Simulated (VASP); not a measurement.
Output of a VASP run:

**OSZICAR**
```
       N       E                     dE             d eps       ncg     rms          rms(c)
DAV:   1     0.206288498458E+03    0.20629E+03   -0.15923E+04   560   0.156E+03
DAV:   2    -0.384851194216E+01   -0.21014E+03   -0.20302E+03   635   0.384E+02
DAV:   3    -0.126488610843E+02   -0.88003E+01   -0.87795E+01   586   0.900E+01
DAV:   4    -0.126953617483E+02   -0.46501E-01   -0.46481E-01   590   0.646E+00
DAV:   5    -0.126955272812E+02   -0.16553E-03   -0.16553E-03   587   0.360E-01    0.978E+00
DAV:   6    -0.108822527457E+02    0.18133E+01   -0.54968E+00   691   0.455E+01    0.698E+00
DAV:   7    -0.109252776239E+02   -0.43025E-01   -0.92028E-01   545   0.996E+00    0.403E+00
DAV:   8    -0.109155942515E+02    0.96834E-02   -0.18296E-01   584   0.421E+00    0.776E-01
DAV:   9    -0.109052882235E+02    0.10306E-01   -0.46005E-02   667   0.252E+00    0.103E-01
DAV:  10    -0.109058325533E+02   -0.54433E-03   -0.33838E-03   549   0.760E-01    0.125E-01
DAV:  11    -0.109059264125E+02   -0.93859E-04   -0.22245E-04   595   0.187E-01    0.510E-02
DAV:  12    -0.109059592143E+02   -0.32802E-04   -0.10515E-04   555   0.937E-02    0.164E-02
DAV:  13    -0.109059611401E+02   -0.19258E-05   -0.56187E-06   612   0.219E-02    0.667E-03
DAV:  14    -0.109059610536E+02    0.86543E-07   -0.16721E-06   426   0.201E-02
   1 F= -.10905961E+02 E0= -.10905961E+02  d E =-.109060E+02
```

OUTCAR:
```
------------------------ aborting loop because EDIFF is reached ----------------------------------------
  FORCE on cell =-STRESS in cart. coord.  units (eV):
  Direction    XX          YY          ZZ          XY          YZ          ZX
  --------------------------------------------------------------------------------------
  Total        0.0512231      0.0512231      0.0512231      0.0000000      0.0000000      0.0000000
  in kB        1.9852243      1.9852243      1.9852243      0.0000000      0.0000000      0.0000000
  external PRESSURE =       1.9852243 kB  Pullay stress =       0.0000000 kB
  volume of cell :       41.34
      direct lattice vectors                 reciprocal lattice vectors
     0.000000000  2.744387967  2.744387967    -0.182189984  0.182189984  0.182189984
     2.744387967  0.000000000  2.744387967     0.182189984 -0.182189984  0.182189984
     2.744387967  2.744387967  0.000000000     0.182189984  0.182189984 -0.182189984
 POSITION                                       TOTAL-FORCE (eV/Angst)
 -----------------------------------------------------------------------------------
      0.00000      0.00000      0.00000        -0.000000     -0.000000     -0.000000
      1.37219      1.37219      1.37219         0.000000      0.000000      0.000000
      4.11658      4.11658      4.11658        -0.000000     -0.000000     -0.000000
 -----------------------------------------------------------------------------------
    total drift:                                0.000000     -0.000000      0.000000
  FREE ENERGIE OF THE ION-ELECTRON SYSTEM (eV)
  ---------------------------------------------------
  free  energy   TOTEN  =       -10.9059610536 eV

  energy  without entropy=      -10.9059610536  energy(sigma->0) =      -10.90596105

 reached required accuracy - stopping structural energy minimisation
```
(Selected blocks of OUTCAR.)

### POSCAR
```
CdF2
1
   -0.0000000000     2.7443879669     2.7443879669
    2.7443879669    -0.0000000000     2.7443879669
    2.7443879669     2.7443879669    -0.0000000000
Cd F
1 2
Direct
  0.0000000000   0.0000000000   0.0000000000
  0.2500000000   0.2500000000   0.2500000000
  0.7500000000   0.7500000000   0.7500000000
```

Problem. Reconstruct the remaining input files.

Solution. Several could match; the one computed here: the input of the run itself, PBE GGA, plane waves, VASP's PBE PAW potentials (set 64).

### INCAR
```
SYSTEM=CdF2
PREC=Accurate; ENCUT=530; LREAL=.FALSE.
LASPH=.TRUE.
EDIFF=1E-6; NELM=100; ALGO=Normal
LMAXMIX=4
ISMEAR=0; SIGMA=0.05
GGA=PE
IBRION=2; NSW=60; ISIF=3
EDIFFG=-0.02
LWAVE=.FALSE.; LCHARG=.FALSE.
```

File KPOINTS:
```
Automatic mesh
0
Gamma
6 6 6
0 0 0
```

POTCAR, in this order: Cd F (PBE.64 set). Program: vasp_std.

The compound is CdF2 in the fluorite structure. It was relaxed first, which changed the volume by +6 %. The start is the result of an earlier pass.
